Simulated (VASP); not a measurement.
Output of a VASP run:

OSZICAR:
```
       N       E                     dE             d eps       ncg     rms          rms(c)
DAV:   1     0.129563672221E+03    0.12956E+03   -0.88114E+03  1148   0.104E+03
DAV:   2    -0.185285140705E+02   -0.14809E+03   -0.14395E+03  1152   0.269E+02
DAV:   3    -0.254756756098E+02   -0.69472E+01   -0.67522E+01  1336   0.691E+01
DAV:   4    -0.256543313945E+02   -0.17866E+00   -0.17791E+00  1294   0.113E+01
DAV:   5    -0.256595387248E+02   -0.52073E-02   -0.52061E-02  1325   0.198E+00    0.133E+01
DAV:   6    -0.280755519546E+02   -0.24160E+01   -0.34318E+01  1253   0.103E+02    0.169E+01
DAV:   7    -0.241708328190E+02    0.39047E+01   -0.12786E+01  1236   0.717E+01    0.401E+00
DAV:   8    -0.242184367141E+02   -0.47604E-01   -0.15163E+00  1569   0.101E+01    0.260E+00
DAV:   9    -0.241515880648E+02    0.66849E-01   -0.25423E-01  1249   0.842E+00    0.634E-01
DAV:  10    -0.241522054355E+02   -0.61737E-03   -0.89871E-03  1236   0.842E-01    0.467E-01
DAV:  11    -0.241514220453E+02    0.78339E-03   -0.57556E-04  1465   0.212E-01    0.151E-01
DAV:  12    -0.241512113800E+02    0.21067E-03   -0.54240E-04  1655   0.352E-01    0.212E-02
DAV:  13    -0.241512152889E+02   -0.39089E-05   -0.58683E-05  1236   0.544E-02    0.268E-02
DAV:  14    -0.241512146280E+02    0.66090E-06   -0.10465E-06   719   0.113E-02
   1 F= -.24151215E+02 E0= -.24114165E+02  d E =-.740999E-01
```

### OUTCAR
```
------------------------ aborting loop because EDIFF is reached ----------------------------------------
  FORCE on cell =-STRESS in cart. coord.  units (eV):
  Direction    XX          YY          ZZ          XY          YZ          ZX
  --------------------------------------------------------------------------------------
  Total       -2.1723948     -2.1723951     -2.5977425      0.0000000      0.0000000      0.0000000
  in kB      -50.7243194    -50.7243242    -60.6559718      0.0000000      0.0000000      0.0000000
  external PRESSURE =     -54.0348718 kB  Pullay stress =       0.0000000 kB
  volume of cell :       68.62
      direct lattice vectors                 reciprocal lattice vectors
     1.965000000 -3.403480000  0.000000000     0.254452926 -0.146908458  0.000000000
     1.965000000  3.403480000  0.000000000     0.254452926  0.146908458  0.000000000
     0.000000000  0.000000000  5.130000000     0.000000000  0.000000000  0.194931774
 POSITION                                       TOTAL-FORCE (eV/Angst)
 -----------------------------------------------------------------------------------
      0.00000      0.00000      2.56500        -0.000000      0.000000      0.000000
      0.00000      0.00000      0.00000        -0.000000      0.000000      0.000000
      1.96500      1.13450      1.28250         0.000000     -0.000000     -0.000000
      1.96500     -1.13450      3.84750        -0.000000      0.000000     -0.000000
 -----------------------------------------------------------------------------------
    total drift:                               -0.000000     -0.000000     -0.000000
  FREE ENERGIE OF THE ION-ELECTRON SYSTEM (eV)
  ---------------------------------------------------
  free  energy   TOTEN  =       -24.1512146280 eV

  energy  without entropy=      -24.0771147423  energy(sigma->0) =      -24.11416469
```
(Selected blocks of OUTCAR.)

**POSCAR**
```
NiSb
1
    1.9650000000    -3.4034800000     0.0000000000
    1.9650000000     3.4034800000     0.0000000000
    0.0000000000     0.0000000000     5.1300000000
Ni Sb
2 2
Direct
  0.0000000000   0.0000000000   0.5000000000
  0.0000000000   0.0000000000   0.0000000000
  0.3333330000   0.6666670000   0.2500000000
  0.6666670000   0.3333330000   0.7500000000
```

### Question
Reconstruct the remaining input files.

### Answer
One answer among several that fit: the input of the run itself, LDA (Ceperley-Alder, Perdew-Zunger), plane waves, VASP's LDA PAW potentials (set 64).

INCAR:
```
! general
SYSTEM =NiSb
PREC   =Accurate
ENCUT  =300   ! plane-wave cut-off (eV)
LREAL  =F
LASPH  =T   ! aspherical one-centre terms

! electronic loop
EDIFF  =1E-6   ! SCF stop (eV)
NELM   =100
ALGO   =Normal   ! blocked Davidson
LMAXMIX=4

! smearing
ISMEAR =-1   ! Fermi-Dirac
SIGMA  =0.1

! ions
ISIF   =2

! output
LWAVE  =F
LCHARG =F
```

File KPOINTS:
```
Automatic mesh
0
Gamma
8 8 5
0 0 0
```

POTCAR, in this order: Ni Sb (LDA.64 set). Program: vasp_std.

At this cut-off the stress carries a Pulay error, which pulls relaxed volumes low.

The structure is a typed NiSb crystal (P6_3/mmc). The cell was not relaxed at this level. The run is not spin-polarised, so no magnetic state was tried.
